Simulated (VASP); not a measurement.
Computed with PBE GGA, VASP's PBE PAW potentials (set 64) (plane waves; VASP).

A VASP calculation is set up with these files.

POSCAR:
```
AgCl
1
    0.0000000000     2.8305000000     2.8305000000
    2.8305000000     0.0000000000     2.8305000000
    2.8305000000     2.8305000000     0.0000000000
Ag Cl
1 1
Direct
  0.0000000000   0.0000000000   0.0000000000
  0.5000000000   0.5000000000   0.5000000000
```

**INCAR**
```
SYSTEM = AgCl
PREC = Accurate; ENCUT = 400; LREAL = .FALSE.
LASPH = .TRUE.
EDIFF = 1E-6; NELM = 100; ALGO = Normal
IMIX = 4; AMIX = 0.05; BMIX = 1.0
LMAXMIX = 4
ISMEAR = 0; SIGMA = 0.05
GGA = PE
ISIF = 2
LWAVE = .FALSE.; LCHARG = .FALSE.
```

### KPOINTS
```
Automatic mesh
0
Gamma
7 7 7
0 0 0
```

POTCAR, in this order: Ag Cl (PBE.64 set). Program: vasp_std.

Task: Estimate the energy per atom (σ→0), pressure.

Result: 
| Quantity | Value |
|---|---|
| energy per atom (σ→0) | -2.698 eV/atom |
| pressure | -1.28 GPa |

File OSZICAR:
```
...
DAV:   9    -0.539763992628E+01    0.30579E-03   -0.15707E-02   530   0.170E+00    0.966E-01
DAV:  10    -0.539833759284E+01   -0.69767E-03   -0.37026E-03   555   0.107E+00    0.576E-01
DAV:  11    -0.539668831600E+01    0.16493E-02   -0.45005E-03   545   0.537E-01    0.123E-01
DAV:  12    -0.539663450806E+01    0.53808E-04   -0.54684E-04   520   0.262E-01    0.986E-02
DAV:  13    -0.539662422829E+01    0.10280E-04   -0.47055E-05   595   0.698E-02    0.882E-02
DAV:  14    -0.539662790639E+01   -0.36781E-05   -0.78235E-05   525   0.606E-02    0.380E-02
DAV:  15    -0.539662715996E+01    0.74644E-06   -0.34242E-06   570   0.195E-02
   1 F= -.53966272E+01 E0= -.53966272E+01  d E =-.343567E-15
```

The compound is AgCl in the rock salt structure. The cell was not relaxed at this level. The run is one of a series of settings (AMIX = 0.05, BMIX = 1.0, IMIX = 4 against the base run), some of them coarse on purpose.
